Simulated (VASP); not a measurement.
# CuSn3: equation of state with PBE

The system is CuSn3.

```xyz
8
Lattice="6.6229 0.0000 0.0000 -3.3114 5.7356 0.0000 0.0000 0.0000 5.0048" Properties=species:S:1:pos:R:3 pbc="T T T"
Sn    0.0000    1.9769    1.2512
Sn   -1.5994    4.7471    1.2512
Sn    1.5994    4.7471    1.2512
Sn    3.3114    3.7586    3.7536
Sn    4.9108    0.9885    3.7536
Sn    1.7121    0.9885    3.7536
Cu    0.0000    3.8237    3.7536
Cu    3.3114    1.9119    1.2512
```

The cell comes from a database or a generator and needn't be the stable form of this composition.

```json
{
 "Program": "VASP 6.6.1",
 "Task": "equation of state",
 "Functional": "PBE",
 "Potentials or basis": "VASP PAW PBE potentials, release 64 (Sn_d, Cu)",
 "Cutoff": "520 eV",
 "k mesh": "5 × 5 × 6",
 "Occupations": "fermi-dirac, width 0.05 eV",
 "Spin": "no spin polarisation",
 "Further INCAR settings": "ALGO = Normal; EDIFF = 1e-07; NBANDS = 63"
}
```

```yaml
Equilibrium_volume: 23.88 Å³/atom
Bulk_modulus_at_fixed_shape_and_positions: 55 GPa
Pressure_derivative_of_the_bulk_modulus: 4.8
```

Energy against volume, from the lowest point:
```csv
volume (Å³/atom),energy (meV/atom)
22.338,19.33
22.814,8.84
23.289,2.55
23.764,0.00
24.239,0.80
24.715,4.56
25.190,10.97
```

All runs of the series together: 19 min on 1 thread of Intel(R) Xeon(R) 6975P-C (Granite Rapids), with other jobs on the host.

Caveat: the cell was scaled at fixed shape and fractional positions, which overstates the stiffness of a crystal with free parameters, most of all of layers and chains.
